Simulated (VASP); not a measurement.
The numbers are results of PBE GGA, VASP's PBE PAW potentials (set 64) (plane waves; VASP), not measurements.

Input for VASP

INCAR:
```
NELM = 100   ! most electronic steps
GGA = PE
SYSTEM = Ti
LREAL = .False.   ! projection in real space or not
PREC = Accurate
ENCUT = 400   ! plane-wave cut-off (eV)
LCHARG = .False.
ALGO = Normal   ! blocked Davidson
LWAVE = .False.
LASPH = .True.   ! aspherical one-centre terms
EDIFF = 1E-6   ! SCF stop (eV)
ISMEAR = 1   ! Methfessel-Paxton
LMAXMIX = 4   ! l cut-off of mixed one-centre charges
SIGMA = 0.1   ! width (eV)
ISIF = 2   ! forces and stress, cell fixed
```

File KPOINTS:
```
Automatic mesh
0
Gamma
1 1 1
0 0 0
```

File POSCAR:
```
Ti
9.54720
  0.1575854701  -0.2729459946   0.0000000000
  0.1575854701   0.2729459946   0.0000000000
  0.0000000000   0.0000000000   0.5000000000
Ti
2
Direct
  0.3333330000   0.6666670000   0.2500000000
  0.6666670000   0.3333330000   0.7500000000
```

POTCAR, in this order: Ti_sv (PBE.64 set). Program: vasp_std.

Output of the run:

### OSZICAR
```
       N       E                     dE             d eps       ncg     rms          rms(c)
DAV:   1     0.244896368493E+03    0.24490E+03   -0.12726E+04    32   0.160E+03
DAV:   2     0.154281719289E+02   -0.22947E+03   -0.22869E+03    32   0.458E+02
DAV:   3    -0.173522919369E+02   -0.32780E+02   -0.32723E+02    64   0.139E+02
DAV:   4    -0.187322687343E+02   -0.13800E+01   -0.13794E+01    32   0.287E+01
DAV:   5    -0.188247257379E+02   -0.92457E-01   -0.92363E-01    56   0.527E+00    0.107E+01
DAV:   6    -0.160592779107E+02    0.27654E+01   -0.62641E+00    32   0.323E+01    0.543E+00
DAV:   7    -0.164895292466E+02   -0.43025E+00   -0.79513E+00    32   0.151E+01    0.820E+00
DAV:   8    -0.159123801334E+02    0.57715E+00   -0.33908E-01    32   0.661E+00    0.516E+00
DAV:   9    -0.161117877099E+02   -0.19941E+00   -0.17359E+00    40   0.865E+00    0.313E+00
DAV:  10    -0.159840596766E+02    0.12773E+00   -0.18142E-01    32   0.503E+00    0.223E+00
DAV:  11    -0.159683580109E+02    0.15702E-01   -0.22195E-02    48   0.158E+00    0.775E-01
DAV:  12    -0.159693001381E+02   -0.94213E-03   -0.43433E-03    32   0.766E-01    0.592E-01
DAV:  13    -0.159688154636E+02    0.48467E-03   -0.10057E-03    56   0.303E-01    0.228E-01
DAV:  14    -0.159686982306E+02    0.11723E-03   -0.96313E-05    56   0.995E-02    0.954E-02
DAV:  15    -0.159686874000E+02    0.10831E-04   -0.67335E-06    48   0.294E-02    0.736E-02
DAV:  16    -0.159686704117E+02    0.16988E-04   -0.75778E-06    48   0.348E-02    0.949E-03
DAV:  17    -0.159686707445E+02   -0.33281E-06   -0.30249E-07    40   0.659E-03
   1 F= -.15968671E+02 E0= -.15935164E+02  d E =-.100519E+00
```

OUTCAR:
```
------------------------ aborting loop because EDIFF is reached ----------------------------------------
  FORCE on cell =-STRESS in cart. coord.  units (eV):
  Direction    XX          YY          ZZ          XY          YZ          ZX
  --------------------------------------------------------------------------------------
  Total       -2.0716010     -2.0716003     19.7263311      0.0000000     -0.0000000     -0.0000000
  in kB      -88.6738856    -88.6738557    844.3761181      0.0000000     -0.0000000     -0.0000000
  external PRESSURE =     222.3427923 kB  Pullay stress =       0.0000000 kB
  volume of cell :       37.43
      direct lattice vectors                 reciprocal lattice vectors
     1.504500000 -2.605870000  0.000000000     0.332336324 -0.191874499  0.000000000
     1.504500000  2.605870000  0.000000000     0.332336324  0.191874499  0.000000000
     0.000000000  0.000000000  4.773600000     0.000000000  0.000000000  0.209485504
 POSITION                                       TOTAL-FORCE (eV/Angst)
 -----------------------------------------------------------------------------------
      1.50450      0.86863      1.19340        -0.000000     -0.000000     -0.000000
      1.50450     -0.86863      3.58020         0.000000      0.000000      0.000000
 -----------------------------------------------------------------------------------
    total drift:                                0.000240      0.001236     -0.000000
  FREE ENERGIE OF THE ION-ELECTRON SYSTEM (eV)
  ---------------------------------------------------
  free  energy   TOTEN  =       -15.9686707445 eV

  energy  without entropy=      -15.8681519358  energy(sigma->0) =      -15.93516447
```
(Selected blocks of OUTCAR.)

The compound is Ti in the hcp structure. The cell was not relaxed at this level. The k-mesh is coarse (spacing up to 2.41 per Å, 2π included), so the numbers may not be converged in it. The run is one of a series of settings (KPOINTS 1×1×1 Γ-centred mesh against the base run), some of them coarse on purpose.
